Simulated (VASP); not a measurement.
Consider the following.

```
Zn
1.0
    1.33000    -2.30363     0.00000
    1.33000     2.30363     0.00000
    0.00000     0.00000     4.95000
Zn
2
Direct
  0.33333   0.66667   0.25000
  0.66667   0.33333   0.75000
```

These are revPBE GGA, VASP's PBE PAW potentials (set 64) (plane waves; VASP) values and carry that method's errors. Numerical set-up: 520 eV cut-off, 14×14×7 Γ-centred mesh, first-order Methfessel-Paxton smearing of 0.10 eV, potentials Zn.

Energy and stress use the plane-wave basis of the starting cell.

The ions, cell shape and volume are relaxed. Which structure does the run end with?

```
Zn
1.0
    1.35307    -2.34359     0.00000
    1.35307     2.34359     0.00000
    0.00000     0.00000     4.92069
Zn
2
Direct
  0.33333   0.66667   0.25000
  0.66667   0.33333   0.75000
```
Space group P6_3/mmc (194), at a tolerance of 0.03 Å.

How do energy and volume change from the first to the last step?

The energy (σ→0) changes by -5.8 meV/atom and the volume by +2.9 %, in 9 ionic steps.

The compound is Zn in the hcp structure. This run relaxes it. Symmetry was kept, so distortions that lower it aren't found.
